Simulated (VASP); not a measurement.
VASP ran on this input.

INCAR:
```
SYSTEM  =  SiC
PREC  =  Accurate; ENCUT  =  600; LREAL  =  .FALSE.
LASPH  =  .TRUE.
EDIFF  =  1E-7; NELM  =  100; ALGO  =  Normal
ISMEAR  =  0; SIGMA  =  0.05
GGA  =  PE
ISIF  =  2
LWAVE  =  .FALSE.; LCHARG  =  .FALSE.
```

File POSCAR:
```
SiC
2.1240090
  0.0000000000   0.9999999105   0.9999999105
  0.9999999105   0.0000000000   0.9999999105
  0.9999999105   0.9999999105   0.0000000000
Si C
1 1
Direct
  0.0000000000   0.0000000000   0.0000000000
  0.2500000000   0.2500000000   0.2500000000
```

File KPOINTS:
```
Automatic mesh
0
Gamma
10 10 10
0 0 0
```

POTCAR, in this order: Si C (PBE.64 set). Program: vasp_std.

Question: Translate this PBE calculation to Quantum ESPRESSO's pw.x.

Answer: One equivalent input (not run):
```
&CONTROL
  calculation = 'scf'
  pseudo_dir = './pseudo'
  outdir = './out'
  tprnfor = .true.
  tstress = .true.
/
&SYSTEM
  ibrav = 0
  nat = 2
  ntyp = 2
  ecutwfc = 82
  occupations = 'smearing'
  smearing = 'gaussian'
  degauss = 0.003675
  input_dft = 'pbe'
/
&ELECTRONS
  conv_thr = 7.3e-09
  electron_maxstep = 100
/
ATOMIC_SPECIES
  Si 28.085 Si.upf
  C 12.011 C.upf
CELL_PARAMETERS angstrom
     0.0000000    2.1240088    2.1240088
     2.1240088    0.0000000    2.1240088
     2.1240088    2.1240088    0.0000000
ATOMIC_POSITIONS crystal
  Si   0.0000000  0.0000000  0.0000000
  C    0.2500000  0.2500000  0.2500000
K_POINTS automatic
  10 10 10 0 0 0
```
Limits of the translation: the potentials are each code's own (VASP's PAW set, PseudoDojo norm-conserving files in pw.x), so ENCUT and ecutwfc are chosen apart and not converted; conv_thr bounds pw.x's estimated SCF error, while EDIFF bounds the energy change between steps.

The compound is SiC in the zinc blende structure. This cell was strained or had an atom moved on purpose.
